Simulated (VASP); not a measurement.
Input of a VASP 6.6.1 run:

INCAR

```
ALGO = Fast ; EDIFF = 1E-6
ENCUT = 520 ; GGA = PE
ISIF = 2 ; ISMEAR = -1
IVDW = 12 ; LASPH = T
LCHARG = F ; LREAL = Auto
LWAVE = F ; NBANDS = 59
NELM = 80 ; PREC = Accurate
SIGMA = 0.02
```

KPOINTS

```
k-points
0
Gamma
  1 1 1
```

Contents of POSCAR:

```
MgH16Cl2O8
1.0
    6.7386640000      0.0000000000      0.0000000000
    0.0000000000      6.7386640000      0.0000000000
    0.0000000000      0.0000000000      6.7386640000
O H Mg Cl
8 16 1 2
Direct
    0.7778248033      0.9015436888      0.6720619992
    0.2170756696      0.4247132666      0.9810253190
    0.4291206684      0.4362585818      0.4307678792
    0.0662000658      1.0478338139     -0.0015284929
    0.4138654190      0.0139938718      0.7931542513
    0.8217801036      0.5513259008      0.8760490210
    0.6819304242      0.7217899572      0.3508707364
    0.5989762956      0.1892511631      0.1009250498
    0.8084095008      1.0449400653      0.6237883355
    0.7553871212      0.8221362573      0.5379256185
    0.2548873189      0.4395381636      0.8407898064
    0.0857143196      0.4980512458      0.9784728842
    0.3077019421      0.4948607024      0.3857441178
    0.4537101123      0.3238772552      0.3513010888
    0.1321626958      1.1845968281      0.0178522033
    0.0922734833      0.9787103200      0.1347744894
    0.4728385330      0.0896023307      0.9090971148
    0.5291404943     -0.0575633390      0.7389743724
    0.8281463507      0.4887615705      0.7505790465
    0.8146570299      0.6935499381      0.8531067879
    0.5790762086      0.8177140157      0.3093046337
    0.5958599509      0.6106996877      0.3820787028
    0.7365109761      0.1610556633      0.0960427764
    0.5938714261      0.3304364189      0.0630540416
    0.1278146529      0.9984174905      0.7045461830
    1.1669969003      0.8225220904      0.3961319336
    0.9407502733      0.2839880427      0.5441286285
```

Potentials or basis: VASP PAW PBE potentials, release 64 (O, H, Mg, Cl).

The run is started by

```sh
$ cat potpaw_PBE.64/O/POTCAR potpaw_PBE.64/H/POTCAR potpaw_PBE.64/Mg/POTCAR potpaw_PBE.64/Cl/POTCAR > POTCAR
$ mpirun -np 1 vasp_gam > vasp.out
```

**Question.** Predict the largest force.

**Answer.** 2.497 eV/Å.

**Question.** Estimate the pressure.

**Answer.** -0.3 GPa.

**Question.** What does it give for the dispersion energy per atom?

**Answer.** -0.051 eV.

**Question.** Predict the band gap on the k mesh.

**Answer.** 4.42 eV, direct.

Forces on the atoms (eV/Å):
```
O    0.553  0.695 -0.774
O   -0.794  0.512 -0.484
O    0.488  0.884  1.411
O    0.376  0.530  1.788
O   -0.298  0.310  0.293
O    0.102  0.514  2.442
O   -0.024  1.624 -0.622
O   -1.631  0.931 -0.134
H   -0.630 -0.906  0.265
H    0.062  0.268  0.607
H    0.157 -0.178  0.250
H    0.442 -0.556  0.131
H   -0.913  0.410 -0.265
H    0.333 -1.505 -0.993
H   -0.545 -0.645 -0.229
H   -0.221  0.344 -1.481
H   -0.240 -0.423 -0.271
H    0.463  0.006 -0.277
H    0.203 -0.849 -1.725
H   -0.242  0.294 -0.253
H    0.507 -0.138 -0.036
H   -0.564 -1.384  0.443
H    1.704 -0.522 -0.026
H    0.087 -0.154  0.041
Mg  -0.172  0.063 -0.289
Cl   0.290  0.209  0.130
Cl   0.508 -0.334  0.057
```

Expect the measured gap to be larger: semilocal functionals such as PBE lack the derivative discontinuity.
